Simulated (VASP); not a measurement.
Given:

```xyz
1
Lattice="0.0000 2.3266 2.3266 2.3266 0.0000 2.3266 2.3266 2.3266 0.0000" Properties=species:S:1:pos:R:3 pbc="T T T"
Ca     0.0000     0.0000     0.0000
```

The numbers are results of PBE GGA, VASP's PBE PAW potentials (set 64) (plane waves; VASP), not measurements. Run with 500 eV cut-off, 10×10×10 Γ-centred mesh, Gaussian smearing of 0.050 eV, potentials Ca_sv.

Energy and stress use the plane-wave basis of the starting cell.

Question: The ions, cell shape and volume at an external pressure of 30.0 GPa are relaxed. Which structure does the run end with?

Answer: 
```xyz
1
Lattice="0.0000 2.2288 2.2288 2.2288 0.0000 2.2288 2.2288 2.2288 0.0000" Properties=species:S:1:pos:R:3 pbc="T T T"
Ca     0.0000     0.0000     0.0000
```
Space group Fm-3m (225), at a tolerance of 0.03 Å.

Question: How do energy and volume change from the first to the last step?

Answer: The energy (σ→0) changes by +471.2 meV/atom and the volume by -12.1 %, in 4 ionic steps.

The compound is Ca in the fcc structure. This run relaxes it under an external pressure of 30 GPa. Symmetry was kept, so distortions that lower it aren't found.
